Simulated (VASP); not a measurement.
Runs of VASP 6.6.1 on FeSi. The structure is cubic, space group P2_13 (No. 198). Conventional cell: a = 4.406 Å, b = 4.406 Å, c = 4.406 Å, α = 90.00°, β = 90.00°, γ = 90.00°. Fe (site symmetry 3) has 7 Si at 2.26 to 2.47 Å as nearest neighbours. Si (site symmetry 3) is surrounded by 7 Fe at 2.26 to 2.47 Å. 

| task | level | potentials or basis | cell | cutoff (eV) | gap on the mesh (eV) | pressure (GPa) | largest force (eV/Å) |
| --- | --- | --- | --- | --- | --- | --- | --- |
| band structure | LDA | VASP PAW LDA potentials, release 64 (Fe, Si) | P2_13, 10.69 Å³/atom | 520 | (c) | (b) | 0.09 |
| band structure | r2SCAN | VASP PAW PBE potentials, release 64 (Fe, Si) | P2_13, 10.69 Å³/atom | 520 | 0.32 | -0.3 | 0.03 |
| band structure | TB-mBJ | VASP PAW PBE potentials, release 64 (Fe, Si) | P2_13, 10.69 Å³/atom | 520 | 0.37 | - | - |
| relaxation of cell and atoms | PBEsol | VASP PAW PBE potentials, release 64 (Fe, Si) | relaxed | 600 | (a) | 0.0 | 0.01 |

Alike in all rows: no spin polarisation; k mesh 8 × 8 × 8; smearing gaussian 0.03 eV.

Q: Estimate the missing entries.

A: (a) 0.14; (b) -5.6; (c) 0.12.

Caveats: the PAW data sets were made with another functional, which shifts forces and pressure a little (some runs).

A k mesh can miss the band edges.

Runs at the PBE level aren't shown here.
